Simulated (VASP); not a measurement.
```
CELL_PARAMETERS angstrom
      1.64309    -2.84591     0.00000
      1.64309     2.84591     0.00000
      0.00000     0.00000     5.30697
ATOMIC_POSITIONS crystal
  Zn 0.66667 0.33333 0.50144
  Zn 0.33333 0.66667 0.00144
  O  0.66667 0.33333 0.88056
  O  0.33333 0.66667 0.38056
```

Calculation: PBE GGA, VASP's PBE PAW potentials (set 64) (plane waves; VASP). Numerical set-up: 520 eV cut-off, 8×8×5 Γ-centred mesh, Gaussian smearing of 0.050 eV, potentials Zn O.

Q: What does the run give for the energy per atom (σ→0)?

A: 
```yaml
energy per atom (σ→0): -4.465 eV/atom
```

Only differences to runs with the same potentials and settings are physical.

The compound is ZnO in the wurtzite structure. It was relaxed first. The start is the result of an earlier pass.
